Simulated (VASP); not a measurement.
```
CELL_PARAMETERS angstrom
      3.16581     0.00000     0.00000
      0.00000     3.16581     0.00000
      0.00000     0.00000     3.16581
ATOMIC_POSITIONS crystal
  Zn 0.50000 0.50000 0.50000
  Au 0.00000 0.00000 0.00000
```

These are PBE GGA with D3 dispersion (zero damping), VASP's PBE PAW potentials (set 64) (plane waves; VASP) values and carry that method's errors. Settings: 520 eV cut-off, 12×12×12 Γ-centred mesh, first-order Methfessel-Paxton smearing of 0.10 eV, potentials Zn Au.

### Question
Give the energy at these volumes per atom, relative to the lowest: 14.89, 15.36, 15.84, 16.31, 16.79 Å³.

### Answer
23.2, 5.7, 0.0, 4.0, 15.8 meV/atom. A third-order Birch-Murnaghan fit gives B0 = 107 GPa and B0′ = 5.8.

Measured: bulk modulus 131 GPa (computed value off by -18.4 %), as given by Niraj K. Nepal et al., Physical Review B (2020), arXiv:2007.11150. The calculation is for a static lattice, while the measured bulk modulus holds thermal and zero-point effects, which are part of the difference.

The compound is AuZn in the CsCl type structure. It was relaxed first.
